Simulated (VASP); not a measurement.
```yaml
crystal:
  lattice:
    - [0.00000, 2.72255, 2.72255]
    - [2.72255, 0.00000, 2.72255]
    - [2.72255, 2.72255, 0.00000]
  atoms:
    - { symbol: Ga, position: [0.00000, 0.00000, 0.00000] }
    - { symbol: P, position: [0.24082, 0.25918, 0.24082] }
```

Method: r2SCAN meta-GGA, VASP's PBE PAW potentials (set 64) (plane waves; VASP). Run with 480 eV cut-off, 8×8×8 Γ-centred mesh, Gaussian smearing of 0.050 eV, potentials Ga_d P.

Task: Predict the energy per atom (σ→0), largest force.

Result: 
The energy per atom (σ→0) comes out as -10725 meV/atom. The largest force is 0.516 eV/Å.

The absolute energy has meaning only against runs of the same code, potentials and settings.

The compound is GaP in the zinc blende structure. This cell was strained or had an atom moved on purpose.
